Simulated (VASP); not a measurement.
Output of a VASP run:

**OSZICAR**
```
       N       E                     dE             d eps       ncg     rms          rms(c)
DAV:   1     0.118250296338E+03    0.11825E+03   -0.75501E+03  1574   0.131E+03
DAV:   2    -0.114874898241E+02   -0.12974E+03   -0.12742E+03  1634   0.348E+02
DAV:   3    -0.177705543620E+02   -0.62831E+01   -0.62333E+01  2146   0.869E+01
DAV:   4    -0.179741971060E+02   -0.20364E+00   -0.20293E+00  2044   0.134E+01
DAV:   5    -0.179787510201E+02   -0.45539E-02   -0.45538E-02  2156   0.183E+00    0.127E+01
DAV:   6    -0.159561146988E+02    0.20226E+01   -0.12743E+01  1978   0.517E+01    0.581E+00
DAV:   7    -0.189120555360E+02   -0.29559E+01   -0.29648E+01  2580   0.473E+01    0.250E+01
DAV:   8    -0.156059640988E+02    0.33061E+01   -0.19498E+01  2372   0.393E+01    0.167E+00
DAV:   9    -0.156374839954E+02   -0.31520E-01   -0.26952E-01  2050   0.446E+00    0.184E+00
DAV:  10    -0.156215952215E+02    0.15889E-01   -0.76174E-02  2288   0.327E+00    0.483E-01
DAV:  11    -0.156194133752E+02    0.21818E-02   -0.61479E-03  2030   0.849E-01    0.291E-01
DAV:  12    -0.156186652686E+02    0.74811E-03   -0.24577E-03  2220   0.395E-01    0.681E-02
DAV:  13    -0.156186242975E+02    0.40971E-04   -0.14130E-04  1898   0.109E-01    0.370E-02
DAV:  14    -0.156186131939E+02    0.11104E-04   -0.53908E-05  2318   0.647E-02    0.632E-03
DAV:  15    -0.156186124253E+02    0.76862E-06   -0.63950E-06  1814   0.273E-02
   1 F= -.15618612E+02 E0= -.15618663E+02  d E =0.152928E-03
```

### OUTCAR
```
------------------------ aborting loop because EDIFF is reached ----------------------------------------
  FORCE on cell =-STRESS in cart. coord.  units (eV):
  Direction    XX          YY          ZZ          XY          YZ          ZX
  --------------------------------------------------------------------------------------
  Total       -0.5961143     -0.5961143     -0.5961143     -0.0000000      0.0000000     -0.0000000
  in kB      -35.7294682    -35.7294682    -35.7294682     -0.0000000      0.0000000     -0.0000000
  external PRESSURE =     -35.7294682 kB  Pullay stress =       0.0000000 kB
  volume of cell :       26.73
      direct lattice vectors                 reciprocal lattice vectors
     2.990000000  0.000000000  0.000000000     0.334448161  0.000000000  0.000000000
     0.000000000  2.990000000  0.000000000     0.000000000  0.334448161  0.000000000
     0.000000000  0.000000000  2.990000000     0.000000000  0.000000000  0.334448161
 POSITION                                       TOTAL-FORCE (eV/Angst)
 -----------------------------------------------------------------------------------
      0.00000      0.00000      0.00000         0.000000      0.000000      0.000000
      1.49500      1.49500      1.49500         0.000000      0.000000      0.000000
 -----------------------------------------------------------------------------------
    total drift:                                0.000000     -0.000000      0.000000
  FREE ENERGIE OF THE ION-ELECTRON SYSTEM (eV)
  ---------------------------------------------------
  free  energy   TOTEN  =       -15.6186124253 eV

  energy  without entropy=      -15.6187653534  energy(sigma->0) =      -15.61866340
```
(Selected blocks of OUTCAR.)

POSCAR:
```
TiCo
1
    2.9900000000     0.0000000000     0.0000000000
    0.0000000000     2.9900000000     0.0000000000
    0.0000000000     0.0000000000     2.9900000000
Ti Co
1 1
Direct
  0.0000000000   0.0000000000   0.0000000000
  0.5000000000   0.5000000000   0.5000000000
```

### Question
Reconstruct the remaining input files.

### Answer
This is not unique; one that fits is the input of the run itself, PBE GGA, plane waves, VASP's PBE PAW potentials (set 64).

**INCAR**
```
LCHARG = .FALSE.
PREC = Accurate
LWAVE = .FALSE.
LREAL = .FALSE.   ! projection in real space or not
ISMEAR = 1   ! Methfessel-Paxton
ALGO = Normal
ENCUT = 300   ! plane-wave cut-off (eV)
SYSTEM = TiCo
LASPH = .TRUE.
ISIF = 2
NELM = 100   ! most electronic steps
EDIFF = 1E-6   ! SCF stop (eV)
SIGMA = 0.1
GGA = PE   ! PBE
LMAXMIX = 4
```

**KPOINTS**
```
Automatic mesh
0
Gamma
11 11 11
0 0 0
```

POTCAR, in this order: Ti_sv Co (PBE.64 set). Program: vasp_std.

At this cut-off the stress carries a Pulay error, which pulls relaxed volumes low.

The compound is TiCo in the CsCl type structure. The cell was not relaxed at this level. The run is one of a series of settings (ENCUT = 300 against the base run), some of them coarse on purpose. The run is not spin-polarised, so no magnetic state was tried. The electron count is odd and the run is not spin-polarised, which forces a metal.
